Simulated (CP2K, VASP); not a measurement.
This is a calculation of KPt for VASP 6.6.1. The cell comes from a database or a generator and needn't be the stable form of this composition.

INCAR

```
ALGO = Normal
EDIFF = 1E-6
ENCUT = 520
ISIF = 2
ISMEAR = 0
IVDW = 13
LASPH = True
LCHARG = False
LMIXTAU = True
LREAL = False
LWAVE = False
METAGGA = R2SCAN
NELM = 80
PREC = Accurate
SIGMA = 0.05
VDW_A1 = 0.51559235
VDW_A2 = 5.77342911
VDW_S6 = 1.0
VDW_S8 = 0.6018749
```

The input KPt.cif:

```cif
data_KPt
_cell_length_a 3.00084728
_cell_length_b 3.00084728
_cell_length_c 5.34557800
_cell_angle_alpha 90.00000000
_cell_angle_beta 90.00000000
_cell_angle_gamma 120.00000000
_space_group_name_H-M_alt 'P-6m2'
_space_group_name_Hall 'P -6 2'
_space_group_IT_number 187
loop_
_space_group_symop_operation_xyz
'x,y,z'
'-x+y,-x,-z'
'-y,x-y,z'
'x,y,-z'
'-x+y,-x,z'
'-y,x-y,-z'
'-y,-x,-z'
'x,x-y,z'
'-x+y,y,-z'
'-y,-x,z'
'x,x-y,-z'
'-x+y,y,z'
loop_
_atom_site_label
_atom_site_type_symbol
_atom_site_symmetry_multiplicity
_atom_site_Wyckoff_symbol
_atom_site_fract_x
_atom_site_fract_y
_atom_site_fract_z
_atom_site_occupancy
Pt1 Pt 1 e 0.6666666667 0.3333333333 0.0000000000 1
K1 K 1 b 0.0000000000 0.0000000000 0.5000000000 1
```

File KPOINTS:

```
k-points
0
Gamma
  10 10 5
```

Contents of POSCAR:

```
Pt K 
 1.0000000000000000
     3.0008472799999999    0.0000000000000000    0.0000000000000000
    -1.5004236399999993    2.5988099773574347    0.0000000000000000
     0.0000000000000000    0.0000000000000000    5.3455779999999997
 Pt  K  
   1   1
Cartesian
  1.5004236401500426  0.8662699923658512  0.0000000000000000
  0.0000000000000000  0.0000000000000000  2.6727889999999999
```

Potentials or basis: VASP PAW PBE potentials, release 54 (Pt, K_sv).

Run with:

```console
$ ase convert -i cif -o vasp KPt.cif POSCAR
$ cat potpaw_PBE.54/Pt/POTCAR potpaw_PBE.54/K_sv/POTCAR > POTCAR
$ mpirun -np 1 vasp_std > vasp.out
```

Q: What does the same run look like in CP2K 2026.2? Potentials or basis there: POTENTIAL_UZH Pt GTH-SCAN-q18, K GTH-SCAN-q9; TZVP-MOLOPT-SCAN-GTH basis.

A: As run (cutoffs and basis follow the program's own potentials, and thresholds, step limits or extra output files can differ):

The input kpt_scf.inp:

```
&GLOBAL
  PROJECT kpt_scf
  RUN_TYPE ENERGY_FORCE
  PRINT_LEVEL LOW
&END GLOBAL
&FORCE_EVAL
  METHOD QS
  STRESS_TENSOR ANALYTICAL
  &DFT
    BASIS_SET_FILE_NAME BASIS_MOLOPT_UZH
    POTENTIAL_FILE_NAME POTENTIAL_UZH
    &MGRID
      CUTOFF 675
      REL_CUTOFF 60
      NGRIDS 5
    &END MGRID
    &QS
      METHOD GPW
      EPS_DEFAULT 1.0E-10
    &END QS
    &KPOINTS
      SCHEME MONKHORST-PACK 10 10 5
      GAMMA_CENTERED T
      SYMMETRY T
      SYMMETRY_BACKEND SPGLIB
    &END KPOINTS
    &SCF
      SCF_GUESS ATOMIC
      EPS_SCF 1.0E-6
      MAX_SCF 100
      ADDED_MOS 13
      CHOLESKY OFF
      EPS_EIGVAL 1.0E-7
      &DIAGONALIZATION ON
        ALGORITHM STANDARD
      &END DIAGONALIZATION
      &MIXING ON
        METHOD BROYDEN_MIXING
        ALPHA 0.4
        BETA 1.5
        NBUFFER 8
      &END MIXING
      &SMEAR ON
        METHOD GAUSSIAN
        SIGMA [eV] 0.05
      &END SMEAR
    &END SCF
    &XC
      &XC_FUNCTIONAL
        &MGGA_X_R2SCAN
        &END MGGA_X_R2SCAN
        &MGGA_C_R2SCAN
        &END MGGA_C_R2SCAN
      &END XC_FUNCTIONAL
      &VDW_POTENTIAL
        POTENTIAL_TYPE PAIR_POTENTIAL
        &PAIR_POTENTIAL
          TYPE DFTD4
          REFERENCE_FUNCTIONAL r2SCAN
          D4_CUTOFF 20
        &END PAIR_POTENTIAL
      &END VDW_POTENTIAL
    &END XC
    &PRINT
      &KPOINTS ON
      &END KPOINTS
      &MULLIKEN ON
      &END MULLIKEN
      &MO ON
        ENERGIES T
        OCCUPATION_NUMBERS T
        &EACH
          QS_SCF 0
        &END EACH
        ADD_LAST NUMERIC
      &END MO
      &E_DENSITY_CUBE ON
        STRIDE 2
      &END E_DENSITY_CUBE
      &V_HARTREE_CUBE ON
        STRIDE 2
      &END V_HARTREE_CUBE
      &ELF_CUBE ON
        STRIDE 2
      &END ELF_CUBE
    &END PRINT
  &END DFT
  &SUBSYS
    &CELL
      A 3.0008472788 0.0000000000 0.0000000000
      B -1.5004236394 2.5988099763 0.0000000000
      C 0.0000000000 0.0000000000 5.3455780000
      PERIODIC XYZ
    &END CELL
    &COORD
      SCALED
      Pt  0.6666666667 0.3333333333 0.0000000000
      K   0.0000000000 0.0000000000 0.5000000000
    &END COORD
    &KIND Pt
      BASIS_SET TZVP-MOLOPT-SCAN-GTH-q18
      POTENTIAL GTH-SCAN-q18
    &END KIND
    &KIND K
      BASIS_SET TZVP-MOLOPT-SCAN-GTH-q9
      POTENTIAL GTH-SCAN-q9
    &END KIND
    &PRINT
      &ATOMIC_COORDINATES ON
      &END ATOMIC_COORDINATES
      &CELL ON
      &END CELL
    &END PRINT
  &END SUBSYS
  &PRINT
    &FORCES ON
    &END FORCES
    &STRESS_TENSOR ON
    &END STRESS_TENSOR
  &END PRINT
&END FORCE_EVAL
```

Potentials or basis: POTENTIAL_UZH Pt GTH-SCAN-q18, K GTH-SCAN-q9; TZVP-MOLOPT-SCAN-GTH basis.

Launch:

```console
$ OMP_NUM_THREADS=1 cp2k.psmp -i kpt_scf.inp -o kpt_scf.out
```

Both were run:

|  | VASP | CP2K |
| --- | --- | --- |
| Pressure | -2.7 GPa | -2.6 GPa |

The potentials hold 19 and 27 valence electrons a cell.

VASP's potentials were made for PBE.

Pressure is positive in compression.
